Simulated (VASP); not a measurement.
HfO2 (fluorite) is relaxed at rising pressure, each step from the one before. Symmetry mostly holds the structure type, and other phases were not tried. The mesh follows the cell, and a change of mesh leaves a small step in the series.

Input:

```
CELL_PARAMETERS angstrom
      0.00000     2.49003     2.49003
      2.49003     0.00000     2.49003
      2.49003     2.49003     0.00000
ATOMIC_POSITIONS crystal
  Hf 0.00000 0.00000 0.00000
  O  0.25000 0.25000 0.25000
  O  0.75000 0.75000 0.75000
```

Calculation: LDA (Ceperley-Alder, Perdew-Zunger), VASP's LDA PAW potentials (set 64) (plane waves; VASP 6.6.1). Numerical set-up: 620 eV cut-off, 8×8×8 Γ-centred mesh, Gaussian smearing of 0.050 eV, potentials Hf_pv O.

Unless said otherwise, spin-orbit coupling is left out, though it shifts the bands of the heavy elements here.

```csv
P (GPa),V (Å³/atom),H − H(0) (eV/atom),space group,gap on the mesh (eV),k-mesh
0,10.29,0.000,Fm-3m,3.74,8×8×8
5,(withheld),(withheld),Fm-3m,3.78,8×8×8
10,9.97,0.633,Fm-3m,3.82,8×8×8
20,9.69,1.247,Fm-3m,3.89,8×8×8
30,(withheld),(withheld),Fm-3m,3.96,8×8×8
45,9.13,2.715,Fm-3m,4.04,8×8×8
```

Question: Complete the blanks.

Answer: 
- 5, V (Å³/atom): 10.12
- 5, H − H(0) (eV/atom): 0.319
- 30, V (Å³/atom): 9.45
- 30, H − H(0) (eV/atom): 1.845

Pressures at which the relaxation failed are left out.

The compound is HfO2 in the fluorite structure, the high-temperature cubic form, which is unstable at 0 K; the monoclinic form is the stable one.
